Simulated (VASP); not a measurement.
```xyz
2
Lattice="0.0000 2.7482 2.7482 2.7482 0.0000 2.7482 2.7482 2.7482 0.0000" Properties=species:S:1:pos:R:3 pbc="T T T"
W      0.0000     0.0000     0.0000
C      1.3741     1.3741     1.3741
```

Method: r2SCAN meta-GGA, VASP's PBE PAW potentials (set 64) (plane waves; VASP). Settings: 520 eV cut-off, 10×10×10 Γ-centred mesh, first-order Methfessel-Paxton smearing of 0.10 eV, potentials W_sv C.

Energy and stress use the plane-wave basis of the starting cell.

Question: The ions, cell shape and volume are relaxed. Which structure does the run end with?

Answer: 
```xyz
2
Lattice="0.0000 2.3419 2.3419 2.3419 0.0000 2.3419 2.3419 2.3419 0.0000" Properties=species:S:1:pos:R:3 pbc="T T T"
W      0.0000     0.0000     0.0000
C      1.1710     1.1710     1.1710
```
Space group F-43m (216), at a tolerance of 0.03 Å.

Question: How do energy and volume change from the first to the last step?

Answer: The energy (σ→0) changes by -1811.1 meV/atom and the volume by -38.1 %, in 16 ionic steps.

| step | E(σ→0) (eV) | max force (eV/Å) | pressure (GPa) | volume (Å³) |
|---|---|---|---|---|
| 1 | -56.6634 | 0.000 | -47.70 | 41.51 |
| 2 | -49.1051 | 0.000 | 510.09 | 14.35 |
| 3 | -60.1542 | 0.000 | -18.65 | 27.80 |
| 4 | -60.2518 | 0.000 | -10.11 | 26.72 |
| 5 | -60.2854 | 0.000 | 0.74 | 25.62 |
| 6 | -60.2842 | 0.000 | -2.14 | 25.89 |
| 7 | -60.2844 | 0.000 | -1.99 | 25.87 |
| 8 | -60.2849 | 0.000 | -1.46 | 25.83 |
| 9 | -60.2849 | 0.000 | -1.48 | 25.82 |
| 10 | -60.2850 | 0.000 | -1.44 | 25.82 |
| 11 | -60.2850 | 0.000 | -1.39 | 25.82 |
| 12 | -60.2851 | 0.000 | -1.23 | 25.80 |
| 13 | -60.2853 | 0.000 | -0.95 | 25.78 |
| 14 | -60.2855 | 0.000 | -0.38 | 25.72 |
| 15 | -60.2854 | 0.000 | 0.73 | 25.62 |
| 16 | -60.2855 | 0.000 | 0.01 | 25.69 |

The structure was generated: WC was put into the zinc blende type (F-43m), which need not be its known phase. This run relaxes it. Symmetry was kept, so distortions that lower it aren't found.
